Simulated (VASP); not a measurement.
ZnH16Cl2O8, 27 atoms in the cell. The cell holds a amorphous, 27 atoms: a = 6.739 Å, b = 6.739 Å, c = 6.739 Å, α = 90.00°, β = 90.00°, γ = 90.00°. The cell was built by a generator and needn't be a form met in nature.

* Program: VASP 6.6.1
* Task: single point
* Functional: r2SCAN
* Dispersion: D3(BJ)
* Potentials or basis: VASP PAW PBE potentials, release 64 (O, H, Zn, Cl)
* Cutoff: 520 eV
* k mesh: 1 × 1 × 1
* Occupations: fermi-dirac, width 0.05 eV
* Spin: no spin polarisation
* Dipole correction: no
* Further INCAR settings: LREAL = Auto; ALGO = Normal; EDIFF = 1e-07; NBANDS = 64

Potentials or basis: VASP PAW PBE potentials, release 64 (O, H, Zn, Cl).

The run is started by

```console
$ cat potpaw_PBE.64/O/POTCAR potpaw_PBE.64/H/POTCAR potpaw_PBE.64/Zn/POTCAR potpaw_PBE.64/Cl/POTCAR > POTCAR
$ cp INCAR.step1 INCAR
$ mpirun -np 1 vasp_gam > vasp.out
$ cp INCAR.step2 INCAR
$ mpirun -np 1 vasp_gam > vasp.out
```

Hardware: 1 thread of Intel(R) Xeon(R) Platinum 8559C (Emerald Rapids) (shared host).

Task: How long does it take, and how much memory?

Result: Wall time 2.8 min on 1 thread of Intel(R) Xeon(R) Platinum 8559C (Emerald Rapids), on a shared host, peak memory 0.37 GiB. Counts: scf iterations 13, k points 1.
